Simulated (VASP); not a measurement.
OSZICAR of a VASP run on Sr (fcc):

OSZICAR:
```
       N       E                     dE             d eps       ncg     rms          rms(c)
DAV:   1     0.370460036129E+02    0.37046E+02   -0.47789E+03   522   0.912E+02
DAV:   2     0.143093465599E-01   -0.37032E+02   -0.36721E+02   585   0.165E+02
DAV:   3    -0.159287495411E+01   -0.16072E+01   -0.15908E+01   803   0.279E+01
DAV:   4    -0.164185876631E+01   -0.48984E-01   -0.48972E-01   784   0.441E+00
DAV:   5    -0.164224371169E+01   -0.38495E-03   -0.38491E-03   826   0.288E-01    0.110E+01
DAV:   6    -0.164277994285E+01   -0.53623E-03   -0.61918E-03   653   0.109E+00    0.624E+00
DAV:   7    -0.164307634147E+01   -0.29640E-03   -0.11039E-02   580   0.144E+00    0.287E-01
DAV:   8    -0.164307454395E+01    0.17975E-05   -0.18786E-03   788   0.262E-01    0.125E-01
DAV:   9    -0.164309106990E+01   -0.16526E-04   -0.21954E-05   726   0.539E-02    0.368E-02
DAV:  10    -0.164310575388E+01   -0.14684E-04   -0.11071E-05   603   0.355E-02    0.400E-02
DAV:  11    -0.164310499682E+01    0.75706E-06   -0.65785E-07   739   0.836E-03    0.127E-02
DAV:  12    -0.164310423068E+01    0.76614E-06   -0.30678E-07   642   0.487E-03    0.508E-03
DAV:  13    -0.164310434247E+01   -0.11179E-06   -0.11668E-08   337   0.119E-03    0.266E-04
DAV:  14    -0.164310436032E+01   -0.17851E-07   -0.27048E-09   311   0.385E-04
   1 F= -.16431044E+01 E0= -.16425377E+01  d E =-.113335E-02
```

Question: Which electronic solver shows in the log?

Answer: It is blocked Davidson (ALGO = Normal, or the opening steps of other solvers). The INCAR had ALGO = Normal.

Question: Can the final energy be trusted as converged?

Answer: The calculation finished and met its thresholds. It stopped with EDIFF = 1E-7, NELM = 100 (PBE GGA, plane waves, VASP's PBE PAW potentials (set 64)).

The compound is Sr in the fcc structure. It was relaxed first.
